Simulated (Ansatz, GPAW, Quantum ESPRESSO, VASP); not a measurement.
Rh (Fm-3m, 1 atom in the cell) computed with different codes at matched settings

Self-consistent single point.

```yaml
crystal:
  lattice:
    - [0.00000, 1.90000, 1.90000]
    - [1.90000, 0.00000, 1.90000]
    - [1.90000, 1.90000, 0.00000]
  atoms:
    - { symbol: Rh, position: [0.00000, 0.00000, 0.00000] }
```

Shared settings, as Ansatz (a quantum-chemistry and plane-wave program) writes them: kpoints.mp_grid.grid = 15 15 15; scf.occupations.method = gaussian; scf.occupations.width = 0.2 eV. Potentials and cutoffs stand in the table.

| code | model | pressure (GPa) | cutoff |
|---|---|---|---|
| Quantum ESPRESSO | PBEsol, SSSP 1.1.2 efficiency (PBE) pseudopotentials | -5.34 | 60 Ry |
| VASP | PBEsol, VASP's PBE PAW potentials (set 64) | -4.89 | 300 eV |
| Ansatz | PBEsol, default PAW files made with PBE | -4.43 | default |
| GPAW | PBEsol, GPAW PAW datasets PBEsol (made by gpaw-setup) | -2.07 | 600 eV |

On Ansatz's run: spin polarisation is off.

The spread over the programs that give each value: pressure within 3.27 GPa.

Ansatz's pressure is given at a fixed set of plane waves, as the other plane-wave codes print theirs; with its correction for the finite basis it is -4.34 GPa. In the pressure, GPAW (by 2.59) lies more than 1 GPa from the median of the plane-wave programs.

VASP's run is marked for a possible Pulay error in its stress at this cutoff; no cutoff test was made.

The starting cell has typed, rounded lattice constants, without a prior relaxation at this level.

Left out of this page: ABINIT, Elk, FLEUR and SIESTA (not drawn, or without a comparable value).

Keys are those of Ansatz 0.2.
